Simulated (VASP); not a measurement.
Here is the system:

```xyz
2
Lattice="5.1540 -1.7950 0.5062 5.1540 1.7950 0.5062 4.2371 0.0000 3.4769" Properties=species:S:1:pos:R:3 pbc="T T T"
As     3.0784     0.0000     0.9501
As    11.4667     0.0000     3.5392
```

Method: r2SCAN meta-GGA, VASP's PBE PAW potentials (set 64) (plane waves; VASP). Numerical set-up: 520 eV cut-off, 10×10×10 Γ-centred mesh, tetrahedra with Blöchl corrections, potentials As.

Task: Give the energies of bands 3 to 8 at the high-symmetry points, in eV from the valence-band maximum.

Result: 
```csv
band,Γ,T,H2,L,S0,F
3,-2.35,-0.95,-5.13,-4.23,-5.43,-4.57
4,-0.97,-0.95,-4.00,-2.91,-3.28,-2.99
5,-0.97,0.00,-2.06,-2.00,-2.79,-2.90
6,1.91,1.20,1.96,1.00,1.73,1.72
7,2.94,2.79,4.41,1.75,4.07,3.76
8,2.94,2.79,4.41,3.75,4.65,4.31
```

The gap is indirect, 0.56 eV, from the valence maximum at T to the conduction minimum at L-Γ at 0.29.

The compound is As in the a7 structure. It was relaxed first, which changed the volume by +32 %.
